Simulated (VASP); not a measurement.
These are PBEsol GGA, VASP's PBE PAW potentials (set 64) (plane waves; VASP) values and carry that method's errors.

Input for VASP

POSCAR:
```
Be3Ni
1.0
 -1.5472820000   1.5472820000   3.3561710000
  1.5472820000  -1.5472820000   3.3561710000
  1.5472820000   1.5472820000  -3.3561710000
Be Ni
3 1
Cartesian
  0.0000000000   1.5472820000   1.6780855000
  1.5472820000   0.0000000000   1.6780855000
  0.0000000000   0.0000000000   3.3561710000
  0.0000000000   0.0000000000   0.0000000000
```

INCAR:
```
ALGO=Normal
EDIFF=1E-6
ENCUT=300
GGA=PS
ISIF=2
ISMEAR=0
LASPH=.TRUE.
LCHARG=.FALSE.
LMAXMIX=4
LREAL=.FALSE.
LWAVE=.FALSE.
NELM=100
PREC=Accurate
SIGMA=0.05
SYSTEM=Be3Ni
```

KPOINTS:
```
Regular mesh
0
G
 16 16 16
```

POTCAR, in this order: Be Ni (PBE.64 set). Program: vasp_std.

The run wrote:

File OUTCAR:
```
 ion  position               nearest neighbor table
   1  0.750  0.250  0.500-   2 2.19   2 2.19   2 2.19   2 2.19   4 2.28   3 2.28   4 2.28   4 2.28
                             3 2.28   3 2.28   4 2.28   3 2.28
   2  0.250  0.750  0.500-   1 2.19   1 2.19   1 2.19   1 2.19   4 2.28   3 2.28   4 2.28   3 2.28
                             4 2.28   4 2.28   3 2.28   3 2.28
   3  0.500  0.500  0.000-   4 2.19   4 2.19   4 2.19   4 2.19   2 2.28   1 2.28   2 2.28   1 2.28
                             2 2.28   2 2.28   1 2.28   1 2.28
   4  0.000  0.000  0.000-   3 2.19   3 2.19   3 2.19   3 2.19   2 2.28   1 2.28   2 2.28   2 2.28
                             1 2.28   1 2.28   2 2.28   1 2.28
  LATTYP: Found a body centered tetragonal cell.
 ALAT       =     3.0945640000
 C/A-ratio  =     2.1690751912
 Subroutine PRICEL returns:
 Original cell was already a primitive cell.
 Subroutine GETGRP returns: Found 16 space group operations
The static configuration has the point symmetry D_4h.
The dynamic configuration has the point symmetry D_4h.
 Subroutine INISYM returns: Found 16 space group operations
 Subroutine IBZKPT returns following result:
 Found    349 irreducible k-points:

 Following reciprocal coordinates:
            Coordinates               Weight
  0.000000  0.000000  0.000000      1.000000
  0.062500  0.000000 -0.000000      8.000000
  0.125000  0.000000 -0.000000      8.000000
  0.187500  0.000000  0.000000      8.000000
  0.250000  0.000000 -0.000000      8.000000
  0.312500  0.000000  0.000000      8.000000
  0.375000  0.000000  0.000000      8.000000
  0.437500  0.000000 -0.000000      8.000000
  0.500000  0.000000 -0.000000      4.000000
  0.062500  0.062500 -0.000000      8.000000
  0.125000  0.062500 -0.000000     16.000000
  0.187500  0.062500  0.000000     16.000000
  0.250000  0.062500 -0.000000     16.000000
  0.312500  0.062500  0.000000     16.000000
  0.375000  0.062500  0.000000     16.000000
  0.437500  0.062500 -0.000000     16.000000
  0.500000  0.062500 -0.000000     16.000000
...
```

File OSZICAR:
```
       N       E                     dE             d eps       ncg     rms          rms(c)
DAV:   1     0.351053266819E+02    0.35105E+02   -0.49523E+03  8744   0.897E+02
DAV:   2    -0.219723592245E+02   -0.57078E+02   -0.52333E+02  8536   0.199E+02
DAV:   3    -0.240306386168E+02   -0.20583E+01   -0.20025E+01 10508   0.442E+01
DAV:   4    -0.240587243216E+02   -0.28086E-01   -0.28055E-01  9728   0.518E+00
DAV:   5    -0.240591993023E+02   -0.47498E-03   -0.47494E-03 10248   0.697E-01    0.220E+01
DAV:   6    -0.343497465850E+02   -0.10291E+02   -0.11390E+02  8756   0.256E+02    0.390E+01
DAV:   7    -0.202012958955E+02    0.14148E+02   -0.32597E+01  9760   0.111E+02    0.791E+00
DAV:   8    -0.193161784930E+02    0.88512E+00   -0.34175E+00 11340   0.411E+01    0.305E+00
DAV:   9    -0.193244070001E+02   -0.82285E-02   -0.19827E-01  9928   0.511E+00    0.132E+00
DAV:  10    -0.193109404412E+02    0.13467E-01   -0.22678E-02 10100   0.372E+00    0.505E-01
DAV:  11    -0.193100735059E+02    0.86694E-03   -0.41217E-03 11944   0.114E+00    0.101E-01
DAV:  12    -0.193100546538E+02    0.18852E-04   -0.15390E-04  9656   0.191E-01    0.155E-02
DAV:  13    -0.193100522455E+02    0.24083E-05   -0.84161E-06 10204   0.626E-02    0.658E-03
DAV:  14    -0.193100516983E+02    0.54727E-06   -0.60571E-07  5684   0.785E-03
   1 F= -.19310052E+02 E0= -.19309608E+02  d E =-.887286E-03
```

**OUTCAR**
```
------------------------ aborting loop because EDIFF is reached ----------------------------------------
  FORCE on cell =-STRESS in cart. coord.  units (eV):
  Direction    XX          YY          ZZ          XY          YZ          ZX
  --------------------------------------------------------------------------------------
  Total        1.0685710      1.0685710      1.0884650      0.0000000     -0.0000000      0.0000000
  in kB       53.2685581     53.2685581     54.2602782      0.0000000     -0.0000000      0.0000000
  external PRESSURE =      53.5991315 kB  Pullay stress =       0.0000000 kB
  volume of cell :       32.14
      direct lattice vectors                 reciprocal lattice vectors
    -1.547282000  1.547282000  3.356171000     0.000000000  0.323147300  0.148979298
     1.547282000 -1.547282000  3.356171000     0.323147300  0.000000000  0.148979298
     1.547282000  1.547282000 -3.356171000     0.323147300  0.323147300  0.000000000
 POSITION                                       TOTAL-FORCE (eV/Angst)
 -----------------------------------------------------------------------------------
      0.00000      1.54728      1.67809         0.000000     -0.000000     -0.000000
      1.54728      0.00000      1.67809        -0.000000      0.000000     -0.000000
      0.00000      0.00000      3.35617        -0.000000      0.000000      0.000000
      0.00000      0.00000      0.00000        -0.000000      0.000000      0.000000
 -----------------------------------------------------------------------------------
    total drift:                                0.000000      0.000000      0.000000
  FREE ENERGIE OF THE ION-ELECTRON SYSTEM (eV)
  ---------------------------------------------------
  free  energy   TOTEN  =       -19.3100516983 eV

  energy  without entropy=      -19.3091644120  energy(sigma->0) =      -19.30960806
```
(Selected blocks of OUTCAR.)

OUTCAR:
```
 val. band max:        8.1026717307   @ k =  -0.3750  -0.3750   0.2500

 cond. band min:       8.1131284308   @ k =  -0.3750   0.1875   0.0625


 Fermi energy:         8.1046691458

 k-point     1 :       0.0000    0.0000    0.0000
  band No.  band energies     occupation
      1      -2.6131      2.00000
      2       4.6279      2.00000
      3       4.9097      2.00000
      4       5.1109      2.00000
      5       5.1109      2.00000
      6       5.9987      2.00000
      7       6.1382      2.00000
      8      12.0346      0.00000
      9      12.0346      0.00000
     10      12.0688      0.00000
     11      12.0688      0.00000
     12      13.9429      0.00000

 k-point     2 :       0.0625    0.0000   -0.0000
  band No.  band energies     occupation
      1      -2.5524      2.00000
      2       4.6228      2.00000
      3       4.8330      2.00000
      4       5.0152      2.00000
      5       5.1316      2.00000
      6       5.9547      2.00000
      7       6.3142      2.00000
      8      11.2100      0.00000
      9      11.7264      0.00000
     10      11.9935      0.00000
     11      12.5390      0.00000
     12      13.9619      0.00000

 k-point     3 :       0.1250    0.0000   -0.0000
  band No.  band energies     occupation
      1      -2.3709      2.00000
      2       4.5063      2.00000
      3       4.5906      2.00000
      4       5.0220      2.00000
      5       5.1891      2.00000
      6       5.8359      2.00000
      7       6.6392      2.00000
      8      10.0123      0.00000
      9      11.4362      0.00000
     10      11.5570      0.00000
     11      13.1807      0.00000
     12      14.1141      0.00000

 k-point     4 :       0.1875    0.0000    0.0000
  band No.  band energies     occupation
      1      -2.0703      2.00000
      2       4.1254      2.00000
      3       4.4849      2.00000
      4       5.1138      2.00000
      5       5.2664      2.00000
      6       5.6808      2.00000
...
```

At this cut-off the stress carries a Pulay error, which pulls relaxed volumes low.

The structure comes from a computed database's Be3Ni entry (I4/mmm); how it stands against other phases isn't given here. The cell was not relaxed at this level. The run is not spin-polarised, so no magnetic state was tried.
